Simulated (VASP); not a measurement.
Consider the following.

```xyz
2
Lattice="4.7069 0.0000 0.0000 -2.3535 4.0763 0.0000 0.0000 0.0000 15.0984" Properties=species:S:1:pos:R:3 pbc="T T T"
Sn     0.0000     0.0000     7.5492
Sn     2.3535     1.3588     7.5492
```

Calculation: r2SCAN meta-GGA, VASP's PBE PAW potentials (set 64) (plane waves; VASP). Settings: 400 eV cut-off, 10×10×1 Γ-centred mesh, tetrahedra with Blöchl corrections, potentials Sn_d.

The cell holds a wide vacuum, so values per volume refer to the whole cell.  Unless said otherwise, spin-orbit coupling is left out, though it shifts the bands of the heavy elements here.

**Question.** What does the run give for the energy per atom (σ→0), band gap (over mesh and band path) with the smallest direct gap where there is one?

**Answer.** 
```json
{
 "band gap (over mesh and band path)": "none (metal, semimetal or under 0.01 eV)",
 "energy per atom (σ→0)": "-24.075 eV/atom"
}
```

Total energies compare only between runs with the same potentials, cut-off and functional.

The cell is a sheet with vacuum, built from a generated structure.
